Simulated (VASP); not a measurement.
Consider the following.

```
SnO
1.0
    4.04660     0.00000     0.00000
    0.00000     4.04660     0.00000
    0.00000     0.00000     5.52803
Sn O
2 2
Direct
  0.50000   0.00000   0.78337
  0.00000   0.50000   0.21663
  0.50000   0.50000   0.00000
  0.00000   0.00000   0.00000
```

Method: vdW-DF2, VASP's PBE PAW potentials (set 64) (plane waves; VASP). Numerical set-up: 520 eV cut-off, 6×6×4 Γ-centred mesh, Gaussian smearing of 0.050 eV, potentials Sn_d O.

The ions and cell shape at fixed volume are relaxed. What does this cell relax into?

```
SnO
1.0
    3.97012     0.00000     0.00000
    0.00000     3.97012     0.00000
    0.00000     0.00000     5.74309
Sn O
2 2
Cartesian
  1.98506   0.00000   4.56174
  0.00000   1.98506   1.18135
  1.98506   1.98506   0.00000
  0.00000   0.00000   0.00000
```
Space group P4/nmm (129), at a tolerance of 0.03 Å.

How much energy does the relaxation gain?

The energy (σ→0) changes by -12.4 meV/atom, in 8 ionic steps.

The compound is SnO in the litharge structure. This cell is one point of a volume scan, at 1.06 of the reference volume. Symmetry was kept, so distortions that lower it aren't found.
